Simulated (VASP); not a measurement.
Given:

```xyz
1
Lattice="0.0000 3.1008 3.1008 3.1008 0.0000 3.1008 3.1008 3.1008 0.0000" Properties=species:S:1:pos:R:3 pbc="T T T"
Sr     0.0000     0.0000     0.0000
```

Level of theory: PBE GGA, VASP's PBE PAW potentials (set 64) (plane waves; VASP 6.6.1). Settings: 400 eV cut-off, 9×9×9 Γ-centred mesh, first-order Methfessel-Paxton smearing of 0.10 eV, potentials Sr_sv.

### Question
Predict the energy per atom (σ→0).

### Answer

The energy per atom (σ→0) is -1.619 eV/atom.

Total energies compare only between runs with the same potentials, cut-off and functional.

The compound is Sr in the fcc structure. The cell was not relaxed at this level.
